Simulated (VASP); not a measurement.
# Mg6SbMo (Amm2) in VASP: reference runs

How does Mg6SbMo come out in PBE? The cell is run as given and disturbed.

All numbers are computed with VASP 6.6.1; they aren't measurements. Logs are shortened: lines on timing, memory, paths and dates and some standing lists are left out, and cuts for length are marked.

## (1) Starting point

It takes space group Amm2 (No. 38, orthorhombic). Conventional cell: a = 5.003 Å, b = 6.225 Å, c = 10.535 Å, α = 90.00°, β = 90.00°, γ = 90.00°. Around Sb (site symmetry mm2) lie 10 Mg at 2.92 to 3.20 Å and 2 Mo at 3.00 Å. Mo (site symmetry mm2) is surrounded by 2 Sb at 3.00 Å and 10 Mg at 3.03 to 3.11 Å. Mg (site symmetry mm2) is surrounded by 10 Mg at 3.05 to 3.07 Å and 2 Sb at 3.11 Å. Mg (site symmetry m) has 2 Sb at 2.92 to 3.20 Å and 8 Mg at 2.99 to 3.24 Å and 2 Mo at 3.04 Å as nearest neighbours. Around Mg (site symmetry mm2) lie 10 Mg at 3.05 to 3.10 Å and 2 Mo at 3.11 Å. Mg (site symmetry m) has 2 Mo at 3.03 to 3.08 Å and 8 Mg at 3.04 to 3.18 Å and 2 Sb at 3.13 Å as nearest neighbours.

The cell comes from a database or a generator and needn't be the stable form of this composition.

## (2) Single point, PBE

The input, INCAR:

```
PREC = Accurate
ENCUT = 520
EDIFF = 1E-7
ISMEAR = -1
SIGMA = 0.05
LREAL = False
LASPH = True
NELM = 80
ALGO = Normal
ISIF = 2
LWAVE = False
LCHARG = False
GGA = PE
NBANDS = 26
```

The input, KPOINTS:

```
regular mesh
0
Gamma
  6 5 5
```

The input, POSCAR:

```
Mg6SbMo
1.0
    5.0033380000      0.0000000000      0.0000000000
    0.0000000000      3.1124540000      5.2673845000
    0.0000000000     -3.1124540000      5.2673845000
Sb Mo Mg
1 1 6
Direct
    0.5000000000      0.6757550000      0.6757550000
    0.0000000000      0.8321570000      0.8321570000
    0.5000000000      0.1664150000      0.1664150000
    0.5000000000      0.6742590000      0.1542190000
    0.5000000000      0.1542190000      0.6742590000
    0.0000000000      0.3343230000      0.3343230000
    0.0000000000      0.8372410000      0.3256310000
    0.0000000000      0.3256310000      0.8372410000
```

Potentials or basis: VASP PAW PBE potentials, release 64 (Sb, Mo_sv, Mg).

Run with:

```sh
$ cat potpaw_PBE.64/Sb/POTCAR potpaw_PBE.64/Mo_sv/POTCAR potpaw_PBE.64/Mg/POTCAR > POTCAR
$ mpirun -np 1 vasp_std > vasp.out
```

OUTCAR:

```text
PREC = Accurate
   ENCUT = 520
   EDIFF = 1E-7
   ISMEAR = -1
   LREAL = False
   LASPH = True
   NELM = 80
   ISIF = 2
   GGA = PE

 ion  position               nearest neighbor table
   1  0.500  0.676  0.676-   4 2.92   5 2.92   2 3.00   2 3.00   3 3.11   3 3.11   8 3.13   7 3.13
                             7 3.13   8 3.13   5 3.20   4 3.20
   2  0.000  0.832  0.832-   1 3.00   1 3.00   8 3.03   7 3.03   5 3.04   4 3.04   4 3.04   5 3.04
                             8 3.08   7 3.08   6 3.11   6 3.11
   3  0.500  0.166  0.166-   4 3.05   5 3.05   7 3.06   8 3.06   7 3.06   8 3.06   6 3.06   6 3.06
                             4 3.07   5 3.07   1 3.11   1 3.11
   4  0.500  0.674  0.154-   1 2.92   5 2.99   2 3.04   2 3.04   3 3.05   7 3.06   7 3.06   3 3.07
                             6 3.10   6 3.10   1 3.20   5 3.24
   5  0.500  0.154  0.674-   1 2.92   4 2.99   2 3.04   2 3.04   3 3.05   8 3.06   8 3.06   3 3.07
                             6 3.10   6 3.10   1 3.20   4 3.24
   6  0.000  0.334  0.334-   7 3.05   8 3.05   3 3.06   3 3.06   8 3.07   7 3.07   5 3.10   4 3.10
                             4 3.10   5 3.10   2 3.11   2 3.11
   7  0.000  0.837  0.326-   2 3.03   8 3.04   6 3.05   4 3.06   4 3.06   3 3.06   3 3.06   6 3.07
                             2 3.08   1 3.13   1 3.13   8 3.18
   8  0.000  0.326  0.837-   2 3.03   7 3.04   6 3.05   5 3.06   5 3.06   3 3.06   3 3.06   6 3.07
                             2 3.08   1 3.13   1 3.13   7 3.18

  LATTYP: Found a base centered orthorhombic cell.
 ALAT       =     6.2249080000
 B/A-ratio  =     1.6923573810
 C/A-ratio  =     0.8037609552

  Lattice vectors:

 A1 = (   0.0000000000,   3.1124540000,  -5.2673845000)
 A2 = (   0.0000000000,   3.1124540000,   5.2673845000)
 A3 = (   5.0033380000,   0.0000000000,   0.0000000000)

Analysis of symmetry for initial positions (statically):
=====================================================================
 Subroutine PRICEL returns:
 Original cell was already a primitive cell.

 Routine SETGRP: Setting up the symmetry group for a
 base centered orthorhombic supercell.

 Subroutine GETGRP returns: Found  4 space group operations
 (whereof  4 operations were pure point group operations)
 out of a pool of  8 trial point group operations.

The static configuration has the point symmetry C_2v.

Analysis of symmetry for dynamics (positions and initial velocities):
=====================================================================
 Subroutine PRICEL returns:
 Original cell was already a primitive cell.

 Routine SETGRP: Setting up the symmetry group for a
 base centered orthorhombic supercell.

 Subroutine GETGRP returns: Found  4 space group operations
[... 125 lines left out ...]
   PSTRESS=    0.0 pullay stress
   NELECT =      31.0000    total number of electrons
   NUPDOWN=      -1.0000    fix difference up-down
   EMIN   =  10.00;   EMAX   =-10.00  energy-range for DOS
   EFERMI =   0.00;   METHOD = LEGACY
   ISMEAR =    -1;   SIGMA  =   0.05  broadening in eV -4-tet -1-fermi 0-gaus
   EFERMI_NEDOS =   21; number of points for ismear=-14 and -15
   IALGO  =     38    algorithm
   IMIX   =      4    mixing-type and parameters
     AMIX     =   0.40;   BMIX     =  1.00
     AMIX_MAG =   1.60;   BMIX_MAG =  1.00
  volume/ion in A,a.u.               =      20.51       138.39
  Fermi-wavevector in a.u.,A,eV,Ry     =   0.939434  1.775272 12.007626  0.882536
  Thomas-Fermi vector in A             =   2.066745
   LORBIT       =      0    0 simple, 1 ext, 2 COOP (PROOUT), +10 PAW based schemes
   GGA     = PE    functional components
   LHFCALC =     F    Hartree Fock is set to
   AEXX    =    0.0000 exact exchange contribution
   IVDW    =     0    specifies the selected vdW correction
   LEPSILON=     F    determine dielectric tensor
   LRPA    =     F    only Hartree local field effects (RPA)
 non-spin polarized calculation
  energy-cutoff  :      520.00
  volume of cell :      164.05
 maximum number of plane-waves:      4442
 NGX is ok and might be reduce to    40
   NGX = 19   NGY = 23   NGZ = 23

 number of electron      31.0000002 magnetization

 Free energy of the ion-electron system (eV)
  ---------------------------------------------------
  ext. energy  EPLUGINS =         0.00000000
  ---------------------------------------------------
  free energy    TOTEN  =       -23.32297478 eV

  energy without entropy =      -23.28093073  energy(sigma->0) =      -23.30195276

 E-fermi :   4.7847     XC(G=0):  -9.5507

 val. band max:        4.7812068520   @ k =   0.0000  -0.2000   0.2000
 cond. band min:       4.7868550851   @ k =   0.0000   0.4000   0.4000
 fundamental gap:      0.0056482330
 Fermi energy:         4.7847490667

 k-point     1 :       0.0000    0.0000    0.0000
  band No.  band energies     occupation
      1     -55.5933      2.00000
      2     -29.7064      2.00000
      3     -29.6784      2.00000
      4     -29.6449      2.00000
      5      -5.3397      2.00000
      6      -0.4120      2.00000
[... 685 lines left out ...]
     25       9.5662      0.00000
     26      10.2977      0.00000

 [... further k-points ...]

------------------------ aborting loop because EDIFF is reached ----------------------------------------

  FORCE on cell =-STRESS in cart. coord.  units (eV):
  Direction    XX          YY          ZZ          XY          YZ          ZX
  --------------------------------------------------------------------------------------
  -------------------------------------------------------------------------------------
  Total       -0.1170812      0.2139646     -0.0821546      0.0000000      0.0000000      0.0000000
  in kB       -1.1434313      2.0896077     -0.8023332      0.0000000      0.0000000      0.0000000
  external PRESSURE =       0.0479477 kB  Pullay stress =       0.0000000 kB

 VOLUME and BASIS-vectors are now :
 -----------------------------------------------------------------------------
  energy-cutoff  :      520.00
  volume of cell :      164.05
      direct lattice vectors                 reciprocal lattice vectors
     5.003338000  0.000000000  0.000000000     0.199866569  0.000000000  0.000000000
     0.000000000  3.112454000  5.267384500     0.000000000  0.160644944  0.094923771
     0.000000000 -3.112454000  5.267384500     0.000000000 -0.160644944  0.094923771

 POSITION                                       TOTAL-FORCE (eV/Angst)
 -----------------------------------------------------------------------------------
      2.50167      0.00000      7.11892         0.000000     -0.000000      0.021063
      0.00000      0.00000      8.76658         0.000000     -0.000000     -0.047157
      2.50167      0.00000      1.75314         0.000000     -0.000000      0.034711
      2.50167      1.61860      4.36391         0.000000      0.001524      0.004233
      2.50167     -1.61860      4.36391         0.000000     -0.001524      0.004233
      0.00000      0.00000      3.52202         0.000000     -0.000000      0.008571
      0.00000      1.59236      6.12529         0.000000      0.001549     -0.012827
      0.00000     -1.59236      6.12529         0.000000     -0.001549     -0.012827
 -----------------------------------------------------------------------------------
    total drift:                               -0.000000     -0.000000     -0.000158

  FREE ENERGIE OF THE ION-ELECTRON SYSTEM (eV)
  ---------------------------------------------------
  free  energy   TOTEN  =       -23.3229747789 eV

  energy  without entropy=      -23.2809307342  energy(sigma->0) =      -23.30195276
```

Wall time 1.7 min (1 thread of Intel Xeon Platinum 8488C (Sapphire Rapids), shared host); peak memory 0.38 GiB.

What came out:

- Free energy: -23.3230 eV
- Pressure: 0.0 GPa
- Largest force: 0.047 eV/Å
- Band gap on the k mesh: none (metal or under the smearing width)

Forces on the atoms (eV/Å):
```
Sb   0.000  0.000  0.021
Mo   0.000  0.000 -0.047
Mg   0.000  0.000  0.035
Mg   0.000  0.002  0.004
Mg   0.000 -0.002  0.004
Mg   0.000  0.000  0.009
Mg   0.000  0.002 -0.013
Mg   0.000 -0.002 -0.013
```

Stress tensor (GPa, compression positive):
```
-0.11  0.00  0.00
 0.00  0.21  0.00
 0.00  0.00 -0.08
```

The run has no spin-orbit coupling, so splittings on Sb are missing.

## (3) Single point, PBE (atoms moved at random, drawn with an rms of 0.05 Å)

The input, INCAR:

```
SYSTEM = Mg6SbMo
PREC = Accurate
ENCUT = 520
EDIFF = 1E-7
ISMEAR = -1
SIGMA = 0.05
LREAL = .False.
LASPH = .True.
NELM = 60
ALGO = Normal
ISIF = 2
LWAVE = .False.
LCHARG = .False.
GGA = PE
NBANDS = 26
```

The input, KPOINTS:

```
regular mesh
0
Gamma
  6 5 5
  0 0 0
```

The input, POSCAR:

```
Mg6SbMo
1.0
    5.0033380000      0.0000000000      0.0000000000
    0.0000000000      3.1124540000      5.2673845000
    0.0000000000     -3.1124540000      5.2673845000
Sb Mo Mg
1 1 6
Direct
    0.4967250000      0.6903990000      0.6689550000
   -0.0089480000      0.8283740000      0.8374120000
    0.4898560000      0.1753620000      0.1607280000
    0.4902670000      0.6737730000      0.1531950000
    0.4998760000      0.1488810000      0.6768250000
    0.0047570000      0.3389460000      0.3370010000
   -0.0083550000      0.8455060000      0.3306740000
   -0.0001320000      0.3229390000      0.8277090000
```

Potentials or basis: VASP PAW PBE potentials, release 64 (Sb, Mo_sv, Mg).

Run with:

```sh
$ cat potpaw_PBE.64/Sb/POTCAR potpaw_PBE.64/Mo_sv/POTCAR potpaw_PBE.64/Mg/POTCAR > POTCAR
$ mpirun -np 1 vasp_std > vasp.out
```

OUTCAR:

```text
SYSTEM = Mg6SbMo
   PREC = Accurate
   ENCUT = 520
   EDIFF = 1E-7
   ISMEAR = -1
   LREAL = .False.
   LASPH = .True.
   NELM = 60
   ISIF = 2
   GGA = PE

 ion  position               nearest neighbor table
   1  0.497  0.690  0.669-   5 2.83   4 2.92   2 2.95   2 3.00   7 3.07   3 3.09   7 3.11   3 3.14
                             8 3.17   8 3.20   4 3.21   5 3.29
   2  0.991  0.828  0.837-   1 2.95   8 3.00   5 3.00   1 3.00   4 3.02   4 3.02   7 3.05   7 3.07
                             5 3.07   6 3.08   8 3.12   6 3.15
   3  0.490  0.175  0.161-   6 3.02   4 3.03   8 3.03   5 3.04   7 3.06   7 3.07   5 3.08   4 3.09
                             1 3.09   8 3.11   1 3.14   6 3.14
   4  0.490  0.674  0.153-   1 2.92   5 2.96   2 3.02   6 3.02   2 3.02   3 3.03   3 3.09   7 3.10
                             7 3.11   6 3.14   1 3.21   5 3.26
   5  0.500  0.149  0.677-   1 2.83   4 2.96   2 3.00   8 3.03   8 3.03   3 3.04   2 3.07   6 3.08
                             3 3.08   6 3.12   4 3.26   1 3.29
   6  0.005  0.339  0.337-   8 2.96   3 3.02   4 3.02   7 3.04   5 3.08   2 3.08   7 3.08   5 3.12
                             3 3.14   4 3.14   2 3.15   8 3.16
   7  0.992  0.846  0.331-   6 3.04   2 3.05   8 3.05   3 3.06   1 3.07   2 3.07   3 3.07   6 3.08
                             4 3.10   1 3.11   4 3.11   8 3.18
   8  1.000  0.323  0.828-   6 2.96   2 3.00   5 3.03   5 3.03   3 3.03   7 3.05   3 3.11   2 3.12
                             6 3.16   1 3.17   7 3.18   1 3.20

  LATTYP: Found a base centered orthorhombic cell.
 ALAT       =     6.2249080000
 B/A-ratio  =     1.6923573810
 C/A-ratio  =     0.8037609552

  Lattice vectors:

 A1 = (   0.0000000000,   3.1124540000,  -5.2673845000)
 A2 = (   0.0000000000,   3.1124540000,   5.2673845000)
 A3 = (   5.0033380000,   0.0000000000,   0.0000000000)

Analysis of symmetry for initial positions (statically):
=====================================================================
 Subroutine PRICEL returns:
 Original cell was already a primitive cell.

 Routine SETGRP: Setting up the symmetry group for a
 base centered orthorhombic supercell.

 Subroutine GETGRP returns: Found  1 space group operations
 (whereof  1 operations were pure point group operations)
 out of a pool of  8 trial point group operations.

[... 157 lines left out ...]
 non-spin polarized calculation
  energy-cutoff  :      520.00
  volume of cell :      164.05
 maximum number of plane-waves:      4442
 NGX is ok and might be reduce to    40
   NGX = 19   NGY = 23   NGZ = 23

 number of electron      30.9999998 magnetization

 Free energy of the ion-electron system (eV)
  ---------------------------------------------------
  ext. energy  EPLUGINS =         0.00000000
  ---------------------------------------------------
  free energy    TOTEN  =       -23.27226852 eV

  energy without entropy =      -23.23102735  energy(sigma->0) =      -23.25164794

 E-fermi :   4.7847     XC(G=0):  -9.5476

 val. band max:        4.7701626545   @ k =   0.1667  -0.4000   0.2000
 cond. band min:       4.7916549738   @ k =   0.0000   0.4000   0.4000
 fundamental gap:      0.0214923193
 Fermi energy:         4.7846645078

 k-point     1 :       0.0000    0.0000    0.0000
  band No.  band energies     occupation
      1     -55.5885      2.00000
      2     -29.7056      2.00000
      3     -29.6755      2.00000
      4     -29.6402      2.00000
      5      -5.3565      2.00000
      6      -0.4254      2.00000
[... 685 lines left out ...]
     25       9.3558      0.00000
     26       9.5509      0.00000

 [... further k-points ...]

------------------------ aborting loop because EDIFF is reached ----------------------------------------

  FORCE on cell =-STRESS in cart. coord.  units (eV):
  Direction    XX          YY          ZZ          XY          YZ          ZX
  --------------------------------------------------------------------------------------
  -------------------------------------------------------------------------------------
  Total        0.1001721      0.3784417      0.4190263     -0.0014959      0.0523973     -0.0213916
  in kB        0.9782940      3.6959133      4.0922681     -0.0146095      0.5117196     -0.2089136
  external PRESSURE =       2.9221585 kB  Pullay stress =       0.0000000 kB

 VOLUME and BASIS-vectors are now :
 -----------------------------------------------------------------------------
  energy-cutoff  :      520.00
  volume of cell :      164.05
      direct lattice vectors                 reciprocal lattice vectors
     5.003338000  0.000000000  0.000000000     0.199866569  0.000000000  0.000000000
     0.000000000  3.112454000  5.267384500     0.000000000  0.160644944  0.094923771
     0.000000000 -3.112454000  5.267384500     0.000000000 -0.160644944  0.094923771

 POSITION                                       TOTAL-FORCE (eV/Angst)
 -----------------------------------------------------------------------------------
      2.48528      0.06674      7.16024        -0.077164     -0.280030     -0.280225
      4.95857     -0.02813      8.77434         0.143670      0.101510     -0.013950
      2.45092      0.04555      1.77032         0.162563      0.041661     -0.024183
      2.45297      1.62028      4.35596         0.106462     -0.040875      0.187250
      2.50105     -1.64320      4.34931        -0.008996      0.175687      0.183046
      0.02380      0.00605      3.56047        -0.243179      0.079529     -0.147631
      4.96154      1.60239      6.19539        -0.001283      0.014569     -0.192474
      5.00268     -1.57107      6.06091        -0.082074     -0.092051      0.288167
 -----------------------------------------------------------------------------------
    total drift:                               -0.000285      0.000018     -0.000192

  FREE ENERGIE OF THE ION-ELECTRON SYSTEM (eV)
  ---------------------------------------------------
  free  energy   TOTEN  =       -23.2722685245 eV

  energy  without entropy=      -23.2310273535  energy(sigma->0) =      -23.25164794
```

Run time: 3.5 min. Hardware: 1 thread of Intel Xeon Platinum 8488C (Sapphire Rapids), shared host; peak memory 0.5 GiB.

What came out:

| Property | Result |
| --- | --- |
| Free energy | -23.2723 eV |
| Pressure | 0.3 GPa |
| Largest force | 0.404 eV/Å |
| Band gap on the k mesh | none (metal or under the smearing width) |

Forces in eV/Å, atoms in the order of the input:
```
Sb  -0.077 -0.280 -0.280
Mo   0.144  0.102 -0.014
Mg   0.163  0.042 -0.024
Mg   0.106 -0.041  0.187
Mg  -0.009  0.176  0.183
Mg  -0.243  0.080 -0.148
Mg  -0.001  0.015 -0.192
Mg  -0.082 -0.092  0.288
```

Spin-orbit coupling is left out, which matters for the levels of Sb.
